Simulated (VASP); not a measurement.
OSZICAR of a VASP run on HfN (rock salt):

### OSZICAR
```
       N       E                     dE             d eps       ncg     rms          rms(c)
DAV:   1     0.372842032808E+02    0.37284E+02   -0.82927E+03  2304   0.128E+03
DAV:   2    -0.224948044176E+02   -0.59779E+02   -0.56442E+02  2919   0.252E+02
DAV:   3    -0.247273041920E+02   -0.22325E+01   -0.22131E+01  3018   0.424E+01
DAV:   4    -0.247482396727E+02   -0.20935E-01   -0.20866E-01  2812   0.390E+00
DAV:   5    -0.247486391318E+02   -0.39946E-03   -0.39909E-03  2984   0.367E-01    0.447E+01
DAV:   6    -0.218355416303E+02    0.29131E+01   -0.16175E+01  2657   0.278E+01    0.382E+01
DAV:   7    -0.217544275880E+02    0.81114E-01   -0.72313E-01  2612   0.772E+00    0.254E+01
DAV:   8    -0.217410663379E+02    0.13361E-01   -0.18094E-01  2643   0.388E+00    0.639E+00
DAV:   9    -0.217275388824E+02    0.13527E-01   -0.75856E-02  2705   0.191E+00    0.146E+00
DAV:  10    -0.217271111274E+02    0.42776E-03   -0.25423E-03  2657   0.472E-01    0.330E-01
DAV:  11    -0.217271175236E+02   -0.63962E-05   -0.26268E-04  2880   0.139E-01    0.446E-02
DAV:  12    -0.217271140071E+02    0.35165E-05   -0.19467E-05  2814   0.396E-02    0.359E-02
DAV:  13    -0.217271136490E+02    0.35808E-06   -0.84235E-07  2704   0.971E-03    0.114E-03
DAV:  14    -0.217271136593E+02   -0.10352E-07   -0.17668E-08  1408   0.157E-03
   1 F= -.22322350E+02 E0= -.22322126E+02  d E =-.671837E-03
```

Q: Which electronic solver shows in the log?

A: It is blocked Davidson (ALGO = Normal, or the opening steps of other solvers). The INCAR had ALGO = Normal.

Q: Can the final energy be trusted as converged?

A: The calculation finished and met its thresholds. It stopped with EDIFF = 1E-7, NELM = 100 (PBE GGA with D3 dispersion (zero damping), plane waves, VASP's PBE PAW potentials (set 64)).

The compound is HfN in the rock salt structure. This cell is one point of a volume scan, at 1.06 of the reference volume. The electron count is odd and the run is not spin-polarised, which forces a metal.
